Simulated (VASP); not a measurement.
A run of VASP 6.6.1 is set up as follows.

INCAR

```
SYSTEM = Si
PREC = Accurate ; ENCUT = 300
EDIFF = 1E-7 ; ISMEAR = 0
SIGMA = 0.02 ; LREAL = .FALSE.
LASPH = .TRUE. ; NELM = 60
ALGO = Normal ; ISIF = 2
LWAVE = .FALSE. ; LCHARG = .FALSE.
GGA = PE ; NBANDS = 11
```

Contents of KPOINTS:

```
regular mesh
0
G
  8 8 8
  0 0 0
```

Contents of POSCAR:

```
Si
1.0
    0.0000000000      2.7135600000      2.7135600000
    2.7135600000      0.0000000000      2.7135600000
    2.7135600000      2.7135600000      0.0000000000
Si
2
Direct
    0.7500000000      0.7500000000      0.7500000000
    0.5000000000      0.5000000000      0.5000000000
```

Potentials or basis: VASP PAW PBE potentials, release 64 (Si).

Launch:

```sh
$ cat potpaw_PBE.64/Si/POTCAR > POTCAR
$ mpirun -np 1 vasp_std > vasp.out
```

(1) Estimate the pressure.

(2) Estimate the band gap on the k mesh.

Results:

(1) 2.0 GPa.

(2) 0.61 eV, indirect (least direct gap 2.57 eV).

Caveat: the cutoff is under 1.25 times the usual one of these potentials, so pressure, stress and relaxed cells hold a basis-set (Pulay) error.
